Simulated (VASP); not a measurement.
A VASP calculation is set up with these files.

POSCAR:
```
HfN
3.2600450
  0.0000000000   0.7071068037   0.7071068037
  0.7071068037   0.0000000000   0.7071068037
  0.7071068037   0.7071068037   0.0000000000
Hf N
1 1
direct
  0.0000000000   0.0000000000   0.0000000000
  0.5000000000   0.5000000000   0.5000000000
```

KPOINTS:
```
Automatic mesh
0
G
  12 12 12
```

### INCAR
```
# general
SYSTEM   =  HfN
PREC     =  Accurate
ENCUT    =  250
LREAL    =  .False.   # projection in real space or not
LASPH    =  .True.   # aspherical one-centre terms

# electronic loop
EDIFF    =  1E-6   # SCF stop (eV)
NELM     =  100   # most electronic steps
ALGO     =  Normal   # blocked Davidson
LMAXMIX  =  6   # l cut-off of mixed one-centre charges

# smearing
ISMEAR   =  1   # Methfessel-Paxton
SIGMA    =  0.1

# functional
GGA      =  PE

# ions
ISIF     =  2   # forces and stress, cell fixed

# output
LWAVE    =  .False.
LCHARG   =  .False.
```

POTCAR, in this order: Hf_pv N (PBE.64 set). Program: vasp_std.

Translate this PBE calculation to Ansatz.

One equivalent input (not run):
Ansatz 0.2 input:
```yaml
crystal:
  lattice:
    - [0.0000000, 2.3052000, 2.3052000]
    - [2.3052000, 0.0000000, 2.3052000]
    - [2.3052000, 2.3052000, 0.0000000]
  atoms:
    - { symbol: Hf, position: [0.0000000, 0.0000000, 0.0000000] }
    - { symbol: N, position: [0.5000000, 0.5000000, 0.5000000] }
kpoints:
  mp_grid: { grid: [12, 12, 12] }
hamiltonian:
  xc: pbe
  pseudopotentials: { kind: paw }
scf:
  occupations: { method: methfessel_paxton, width: 0.1 }
  max_iter: 100
output: { forces: true, stress: true, eigenvalues: true }
```
The two are equivalent in intent, not identical: each code has its own PAW files, so the cut-off isn't converted (ENCUT is set for VASP's; basis.ecutwfc is left out, and Ansatz then takes the one that its files recommend); Ansatz stops its SCF on the density residual and VASP on the energy change (EDIFF).

The compound is HfN in the rock salt structure. The cell was not relaxed at this level. The run is one of a series of settings (ENCUT = 250 against the base run), some of them coarse on purpose.
